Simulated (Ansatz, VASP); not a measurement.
**Two plane-wave programs on CdSb2O2**

File INCAR:

```
PREC = Accurate
ENCUT = 520
EDIFF = 1E-6
ISMEAR = 0
SIGMA = 0.1
LREAL = False
LASPH = True
NELM = 80
ALGO = Normal
ISIF = 2
LWAVE = False
LCHARG = True
GGA = PE
LELF = True
LVHAR = True
NBANDS = 25
```

KPOINTS

```
Automatic mesh
0
Gamma
  6 6 6
```

Contents of POSCAR:

```
CdSb2O2
1.0
    2.5758224500      1.4871517800      5.2079214400
   -2.5758224500      1.4871517800      5.2079214400
    0.0000000000     -2.9743035700      5.2079214400
Cd Sb O
1 2 2
Direct
    0.0000000000      0.0000000000      0.0000000000
    0.3281047600      0.3281047600      0.3281047600
    0.6718952400      0.6718952400      0.6718952400
    0.4376037100      0.4376037100      0.4376037100
    0.5623962900      0.5623962900      0.5623962900
```

Input for Ansatz:

```yaml
crystal:
  lattice:
    - [2.57582245, 1.48715178, 5.20792144]
    - [-2.57582245, 1.48715178, 5.20792144]
    - [0.0, -2.97430357, 5.20792144]
  atoms:
    - { symbol: Cd, position: [0.0, 0.0, 0.0] }
    - { symbol: Sb, position: [0.32810476, 0.32810476, 0.32810476] }
    - { symbol: Sb, position: [0.67189524, 0.67189524, 0.67189524] }
    - { symbol: O, position: [0.43760371, 0.43760371, 0.43760371] }
    - { symbol: O, position: [0.56239629, 0.56239629, 0.56239629] }
basis:
  ecutwfc: 420
kpoints:
  mp_grid: { grid: [6, 6, 6] }
hamiltonian:
  xc: pbe
scf:
  occupations: { method: gaussian, width: 0.1 }
  lower_state_search: "off"
output:
  forces: true
  stress: true
  eigenvalues: true
```

Alike in both runs: task single point; functional PBE; k mesh 6 × 6 × 6; occupations gaussian, width 0.1 eV; no spin polarisation.

```csv
,VASP,Ansatz
version,VASP 6.6.1,Ansatz 0.2.0
potentials or method,"VASP PAW PBE potentials, release 64 (Cd, Sb, O)","scalar-relativistic, plane waves, PAW"
plane-wave cutoff (eV),520,420
valence electrons in the cell,34,62
```

```csv
,VASP,Ansatz,Ansatz less VASP
gap on the k mesh at the Fermi level (eV),none,none,-
pressure (GPa),24.7,23.1,-1.56
largest component of the traceless stress (GPa),27.03,24.25,-2.783
rms of the force components (eV/Å),3.837,3.321,-0.5154
```

Atom by atom the forces differ by 0.524 eV/Å (rms over components). A gap of «none» marks a metal or a gap that the smearing closes. The two sets of potentials don't hold the same shells in valence.

Caveats: so large a pressure means that the cell lies far from this level's equilibrium, or that cutoff or potentials fall short (VASP); forces of over 1 eV/Å show positions far from the minimum, so gaps and moduli don't describe the material at rest. The runs have no spin-orbit coupling, so splittings on Sb are missing.
